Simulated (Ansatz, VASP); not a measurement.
## Ni (Nickel) in two plane-wave programs

Aim: how closely do two programs agree when they are given the same cell, functional and k mesh? The cell is taken from a series of runs on this material, whose earlier steps may have relaxed, scaled, displaced or heated it; both programs get it as it stands.

Calculated with Ansatz 0.2.0; plane waves, with VASP 6.6.1 beside it; elastic constants at BLYP.

## Step 1: Set-up

The structure is cubic, space group Fm-3m (No. 225). Conventional cell: a = 3.577 Å, b = 3.577 Å, c = 3.577 Å, α = 90.00°, β = 90.00°, γ = 90.00°. Ni has 12 Ni at 2.53 Å nearest.

Coordinates:

```cif
data_structure
_symmetry_space_group_name_H-M 'P 1'
_symmetry_Int_Tables_number 1
_cell_length_a 2.5293
_cell_length_b 2.5293
_cell_length_c 2.5293
_cell_angle_alpha 60.000
_cell_angle_beta 60.000
_cell_angle_gamma 60.000
_cell_volume 11.44
loop_
_atom_site_label
_atom_site_type_symbol
_atom_site_fract_x
_atom_site_fract_y
_atom_site_fract_z
_atom_site_occupancy
Ni1 Ni 0.00000 0.00000 0.00000 1
```

## Step 2: Ansatz: elastic constants, BLYP

Ansatz runs on its default PAW (the set named soft_2) files.

Elastic constants are differences of stresses under small strains, so they test the stress and the mesh.

Contents of input.yaml:

```yaml
crystal:
  lattice:
    - [0.0, 1.7884591421, 1.7884591421]
    - [1.7884591421, 0.0, 1.7884591421]
    - [1.7884591421, 1.7884591421, 0.0]
  atoms:
    - { symbol: Ni, position: [0.0, 0.0, 0.0], spin: 0.73 }
kpoints:
  mp_grid: { grid: [28, 28, 28] }
hamiltonian:
  xc: blyp
scf:
  occupations: { method: methfessel_paxton, width: 0.25 }
output:
  forces: true
  stress: true
  eigenvalues: true
  populations: true
magnetization:
  spin_polarized: true
elastic:
  mode: relaxed_ion
  stencil: two_point
  amplitude: 0.01
```

Run with:

```bash
$ ansatz run input.yaml --threads 4 --pin off --max-ram 16384MiB --backend cpu --events-out ev --progress --plain --runs-dir out
```

Numbers of over 12 decimals in the logs are rounded to 6 here.

Output:

```text
Engine: ansatz 0.2.0, x86_64-unknown-linux-gnu
Pseudopotentials: kind: paw
Pseudopotential: Ni, paw, valence charge 18, recommended cutoff 420 eV (normal), Ni.paw.azcp
Functional definition: BLYP
  parameter beta = 0.0042
  parameter a = 0.04918
  parameter b = 0.132
  parameter c = 0.2533
  parameter d = 0.349
  exchange = b88_x(beta = beta)
  correlation = lyp_c(a = a, b = b, c = c, d = d)
Crystal: 1 atoms, lattice volume = 11.441 Å³
Basis set: ecut = 420 eV, 229 PW (Γ), exchange–correlation on 36×36×36 points (8 copies of the dense FFT grid, shifted against one another)
Bands: 14, of which v1, the nominal top of the filled ones, is band 9 counted from 1 (8 counted from 0)
Symmetry: 48 space group operations
Space group: Fm-3m (ITA 225), of the structure as read, at distance tolerance 2.3e-5 Å
Magnetic group: BNS 225.116 (UNI 1618), of the structure as read, at distance tolerance 2.3e-5 Å
k-points: 624 of 21952
Non-local potential: Ni, projectors of the file, l = 0: 3, l = 1: 2, l = 2: 3, l = 3: 1
PAW form: soft (Blöchl's): semilocal exchange-correlation on the pseudo side does not see the compensation charge
PAW frozen core: Ni, regenerated for the run's functional, and the local potential with it (the file was generated under x = pbe(κ = 0.804, μ = 0.219515), c = pbe(β = 0.066725))
PAW one-centre angular grid: Ni, 590 points (default); XC on 64 Gauss nodes
Initial density: superposition of atomic densities (chi_scale 0.1, normalization cell)
Starting moments: Σ|m| = 0.73 μB on 1 of 1 site
Initial wavefunctions: pseudopotential atomic-orbital guess
Functional: x = b88, c = lyp
SCF 1 converged in 13 iterations: F = -5848.279171 eV  dr2 = 1.62e-9
  greatest PAW one-centre occupation: 1.001 electrons in one spin orbital (limit 2), on the Ni atom at site 0 (counted from 0), in its partial waves of l = 1
Initial density: read from a saved state, or passed on in memory by an earlier SCF of this step, an earlier step, the calling program or the single point that the run made first
Stability of the state it starts from, as read at its close in the collinear treatment: not read, because cold or Methfessel-Paxton smearing, or corrected tetrahedra, fill the levels in a way that the test cannot read (fill_not_monotonic); its run was given moments
Starting moments: Σ|m| = 0.73 μB on 1 of 1 site; this step starts from the density that it was given
iter 1 solved again at ethr=3.17e-7 eV; its pass at ethr=3.10e-3 eV (dr2=5.71e-5 eV) is discarded
SCF iter   1: F=—  HF=-5848.279172 eV  |F-HF|=—  |Δ(HF+E_count)|=         —  Δρ=3.98e-6 (↑2.70e-6 ↓3.98e-6)  dr2=1.72e-9  dr2_m=4.10e-10  M=0.628 μB ∫|m|=0.714 μB  β_m=0.30  ethr=3.17e-7  ⟨swp⟩=2.4  Hψ=123402  notcnv=0
eigensolver tolerance schedule: the retry pair's looser diagonalisation over-reported the residual by 33188.41 of it (diagonalisation noise at an unbounded share of the residual, at the tolerance the schedule requests for it); recorded, not acted on — ethr = c·dr2/N_el stays at c = 1.0e-1
preconditioner: auto → none  [metal: Δε(μ)=0.001 eV  Ē_g=16.194 eV  σ=0.250 eV  W_gap=0.00  n_scr=0 (ndim 8)  ℏωp=34.7 eV  f_vac=0.000  D(μ)=1.83/eV (n_scr^D=26)]
SCF iter   2: F=—  HF=-5848.279171 eV  |F-HF|=—  |Δ(HF+E_count)|=   8.13e-7  S|Δr|=    0.00e0  Δρ=2.99e-6 (↑1.49e-6 ↓2.99e-6)  dr2=6.69e-10  dr2_m=2.79e-10  M=0.628 μB ∫|m|=0.714 μB  β_m=0.27  ethr=9.56e-12  ⟨swp⟩=3.1  Hψ=39061  notcnv=0
SCF iter   3: F=—  HF=-5848.279171 eV  |F-HF|=—  |Δ(HF+E_count)|=  2.18e-11  S|Δr|=    0.00e0  Δρ=2.00e-6 (↑8.67e-7 ↓2.00e-6)  dr2=2.81e-11  dr2_m=2.03e-10  M=0.628 μB ∫|m|=0.714 μB  β_m=0.62  ethr=3.72e-12  ⟨swp⟩=2.5  Hψ=22757  notcnv=0
SCF iter   4: F=—  HF=-5848.279171 eV  |F-HF|=—  |Δ(HF+E_count)|=  5.04e-10  S|Δr|=    0.00e0  Δρ=6.43e-7 (↑6.43e-7 ↓4.58e-7)  dr2=5.92e-11  dr2_m=4.58e-12  M=0.628 μB ∫|m|=0.714 μB  β_m=0.55  ethr=1.56e-13 (applied; sched 1.00e-12)  ⟨swp⟩=2.0  Hψ=29087  notcnv=0
SCF iter   5: F=—  HF=-5848.279171 eV  |F-HF|=—  |Δ(HF+E_count)|=  1.55e-11  S|Δr|=    0.00e0  Δρ=2.54e-7 (↑2.39e-7 ↓2.54e-7)  dr2=2.54e-12  dr2_m=3.84e-12  M=0.628 μB ∫|m|=0.714 μB  β_m=0.77  ethr=3.29e-13 (applied; sched 1.00e-12)  ⟨swp⟩=2.5  Hψ=23944  notcnv=0
SCF iter   6: F=—  HF=-5848.279171 eV  |F-HF|=—  |Δ(HF+E_count)|=    0.00e0  S|Δr|=    0.00e0  Δρ=7.93e-8 (↑7.22e-8 ↓7.93e-8)  dr2=6.35e-13  dr2_m=4.00e-14  M=0.628 μB ∫|m|=0.714 μB  β_m=0.84  ethr=1.41e-14 (applied; sched 1.00e-12)  ⟨swp⟩=2.0  Hψ=28444  notcnv=0
SCF iter   7: F=—  HF=-5848.279171 eV  |F-HF|=—  |Δ(HF+E_count)|=    0.00e0  S|Δr|=    0.00e0  Δρ=4.69e-8 (↑4.04e-8 ↓4.69e-8)  dr2=2.37e-13  dr2_m=1.44e-14  M=0.628 μB ∫|m|=0.714 μB  β_m=0.92  ethr=3.53e-15 (applied; sched 1.00e-12)  ⟨swp⟩=2.4  Hψ=23954  notcnv=0
[...]
preconditioner: auto → none  [metal: Δε(μ)=0.000 eV  Ē_g=16.200 eV  σ=0.250 eV  W_gap=0.00  n_scr=0 (ndim 8)  ℏωp=34.7 eV  f_vac=0.000  D(μ)=1.83/eV (n_scr^D=26)]
SCF iter   2: F=—  HF=-5848.278813 eV  |F-HF|=—  |Δ(HF+E_count)|=   1.24e-5  S|Δr|=    0.00e0  Δρ=5.58e-4 (↑1.72e-4 ↓5.58e-4)  dr2=1.12e-5  dr2_m=5.55e-6  M=0.628 μB ∫|m|=0.714 μB  β_m=0.58  ethr=1.44e-7  ⟨swp⟩=1.0  Hψ=82582  notcnv=0  defer=864
[...]
SCF iter   4: F=—  HF=-5848.278823 eV  |F-HF|=—  |Δ(HF+E_count)|=   5.49e-6  S|Δr|=    0.00e0  Δρ=6.27e-6 (↑6.27e-6 ↓5.23e-6)  dr2=2.73e-10  dr2_m=1.32e-9  M=0.628 μB ∫|m|=0.714 μB  β_m=0.77  ethr=1.75e-10  ⟨swp⟩=1.9  Hψ=103177  notcnv=0  defer=747
SCF iter   5: F=—  HF=-5848.278823 eV  |F-HF|=—  |Δ(HF+E_count)|=   9.60e-8  S|Δr|=    0.00e0  Δρ=1.36e-6 (↑1.07e-6 ↓1.36e-6)  dr2=3.26e-11  dr2_m=7.16e-11  M=0.628 μB ∫|m|=0.714 μB  β_m=0.77  ethr=1.52e-12  ⟨swp⟩=2.3  Hψ=134665  notcnv=0  defer=747
SCF iter   6: F=—  HF=-5848.278823 eV  |F-HF|=—  |Δ(HF+E_count)|=   2.43e-9  S|Δr|=    0.00e0  Δρ=1.40e-7 (↑5.81e-8 ↓1.40e-7)  dr2=5.50e-13  dr2_m=8.99e-13  M=0.628 μB ∫|m|=0.714 μB  β_m=0.89  ethr=1.81e-13 (applied; sched 1.00e-12)  ⟨swp⟩=2.6  Hψ=135855  notcnv=0  defer=966
SCF iter   7: F=—  HF=-5848.278823 eV  |F-HF|=—  |Δ(HF+E_count)|=   3.61e-9  S|Δr|=    0.00e0  Δρ=7.67e-8 (↑1.89e-8 ↓7.67e-8)  dr2=1.85e-13  dr2_m=1.85e-13  M=0.628 μB ∫|m|=0.714 μB  β_m=0.94  ethr=1.00e-12  ⟨swp⟩=4.0  Hψ=276811  notcnv=0
SCF iter   8: F=-5848.278823 eV  HF=-5848.278823 eV  |F-HF|=0.00e0  |Δ(HF+E_count)|=  9.09e-13  S|Δr|=    0.00e0  Δρ=3.82e-8 (↑1.08e-8 ↓3.82e-8)  dr2=4.90e-14  dr2_m=2.88e-14  M=0.628 μB ∫|m|=0.714 μB  ethr=1.00e-12  ⟨swp⟩=3.9  Hψ=250630  notcnv=0
SCF 6 converged in 8 iterations: F = -5848.278823 eV  dr2 = 4.90e-14
SCF converged after 9 iterations
Stability not checked: this state was not tested for a lower state beside it, because cold or Methfessel-Paxton smearing, or corrected tetrahedra, fill the levels in a way that the test cannot read (fill_not_monotonic; see scf.lower_state_search)
Magnetization: 0.6276 μB (9.3138 up, 8.6862 down)
Absolute magnetization: 0.7147 μB (∫|ρ↑−ρ↓|, with the PAW one-centre terms)
Spin contamination: 0.0072 ħ² per cell (⟨S²⟩ above its minimum at these occupations)
Per-site moments (μB) at R_I (Å): [(0.664036, 1.043321)]
Free energy (F): -5848.279171 eV
Harris-Foulkes:  -5848.279171 eV  (|F-HF|=0.00e0)
Internal energy: -5848.274780 eV  (E = F + TS)
E sigma→0 (E₀):  -5848.278074 eV
Entropy (-TS):   -0.004391 eV (-4.391 meV/atom)
Fermi energy:    17.476358 eV
--- Per-component energies (eV) ---
  E_band       = -293.381316
  E_kinetic    = 282.532590
  E_local      = -3521.116013  (includes V_loc(G=0)·N_el)
  E_nonlocal   = 632.103462
  E_hartree    = 1472.853930
  E_xc         = -82.856924
  E_vxc        = -106.615143  (∫ρ·V_xc dr)
  E_paw        = -1641.707390  (= ΣΔE_a)
  E_vpaw       = -525.994494  (= ΣTr[D̂ρ^β])
  E_aug_tail   = 0.000422  (compensation charges beyond the density's cutoff)
  E_ewald      = -2990.088696
  E_core_change = 0.003837  (= ΣΔE_core)
  E_smearing   = -0.004391  (= −TS)
  E_closure    = -0.000000  (closes the sum)
  Σ components = -5848.279171   (vs F -5848.279171, Δ=0.00e0)
--- Forces (eV/Å), atoms counted from 1 ---
  atom   1  Ni    -0.00000000     0.00000000    -0.00000000
  max |Σ_I F_I| component: 5.34e-32 eV/Å
--- Stress (GPa, compression-positive) ---
        0.000709       0.000000       0.000000
        0.000000       0.000709       0.000000
        0.000000       0.000000       0.000709
  P = ⅓ Tr σ = 0.0007 GPa (0.007 kbar)
--- Band table (eV; the first three rows and the last of 1248) ---
  k-point 0 ↑: bands = [... 5 lower, 15.1523, 15.1523, 15.1523, 16.2538, 16.2538, 40.9400, 44.1781, 44.1781, ... 1 higher]
  k-point 1 ↑: bands = [... 5 lower, 15.1405, 15.1630, 15.1630, 16.2493, 16.2493, 40.7805, 43.3544, 44.0237, ... 1 higher]
  k-point 2 ↑: bands = [... 5 lower, 15.1064, 15.1937, 15.1937, 16.2372, 16.2372, 40.0513, 42.3418, 43.6788, ... 1 higher]
  k-point 623 ↓: bands = [... 5 lower, 15.2038, 15.2038, 16.7396, 17.8634, 25.1939, 25.1939, 27.4966, 27.9683, ... 1 higher]
--- Elastic constants: 2 strain directions × 2 members + reference (group order 48) ---
  dense FFT box of the reference and of every strained cell: 18×18×18
  strains applied: 11, 23; error gains: componentwise 1.00 (the most a stress slope's error grows in a printed constant), spectral 1.73 (1 for all six strains in a standard setting)
  C = ∂σ_k/∂η_j (tension-positive GPa; Voigt order 11 22 33 23 13 12):
       237.352    135.516    135.516      0.000     -0.000     -0.000
       135.516    237.352    135.516     -0.000     -0.000      0.000
       135.516    135.516    237.352     -0.000      0.000      0.000
         0.000      0.000      0.000     97.941     -0.000     -0.000
        -0.000      0.000      0.000     -0.000     97.941     -0.000
        -0.000      0.000      0.000     -0.000     -0.000     97.941
  reference stress σ⁰ (GPa):     -0.001     -0.001     -0.001     -0.000     -0.000     -0.000
  C* (energy form; C + prestress term) asymmetry max|C*_kj − C*_jk| = 2.842e-14 GPa — a small one proves nothing (zero by symmetry where the batch's group is 432, −43m or m−3m); a large one is finite-difference/SCF noise where every solve meets its electron count
  moduli (Voigt/Reuss/Hill, GPa): K = 169.46/169.46/169.46   G = 79.13/71.52/75.33   E = 196.82   ν = 0.306
  mechanically stable: yes (min eigenvalue of sym C = 97.94 GPa)
  strain η (Voigt 11):  stress-route row diagonal C_11 = 237.35 GPa, energy-path curvature d²(F+E_count+ΔE)/dδ²/Ω₀ = 237.39 GPa
         δ    σ_11 (GPa)             F (eV)   n_scf  n_hpsi   n_pw
    -1.000e-2      -2.4336       -5848.2783111       9  930206    229   relax 0 steps, max|allowed force component| 0.00e0 eV/Å
     1.000e-2       2.3135       -5848.2783377       8  842191    247   relax 0 steps, max|allowed force component| 0.00e0 eV/Å
  strain η (Voigt 23):  stress-route row diagonal C_44 = 97.94 GPa, energy-path curvature d²(F+E_count+ΔE)/dδ²/Ω₀ = 97.95 GPa
         δ    σ_23 (GPa)             F (eV)   n_scf  n_hpsi   n_pw
    -1.000e-2      -0.9794       -5848.2788227      10  1900144    238   relax 0 steps, max|allowed force component| 0.00e0 eV/Å
     1.000e-2       0.9794       -5848.2788227       8  1748121    238   relax 0 steps, max|allowed force component| 0.00e0 eV/Å
--- Löwdin populations: 1 site ---
  site symbol       q [e]    m [muB]
     0     Ni     17.7974     0.6564
  spilling = 0.011254 (of n_electrons = 18.000000)
```

In the SCF lines HF is the Harris–Foulkes energy and dr2 the Hartree energy of the density residual, in eV; the loop may stop once dr2 is under the threshold and the program's other checks hold. Hψ counts applications of the Hamiltonian.

(Continued in part 2 of 2.)

[Lines on the potential files, build, host, timing and source positions are cut from VASP's logs without a mark.]

[Logs are printed without paths, hosts, clocks, repeated set-up lines and the standing remarks that a program may print on its own settings, such as how far it seeks lower states.]

[Hosts, paths, dates, database ids (printed as entryN), source tags and the programs' standing remarks are cut or masked in the printed files.]
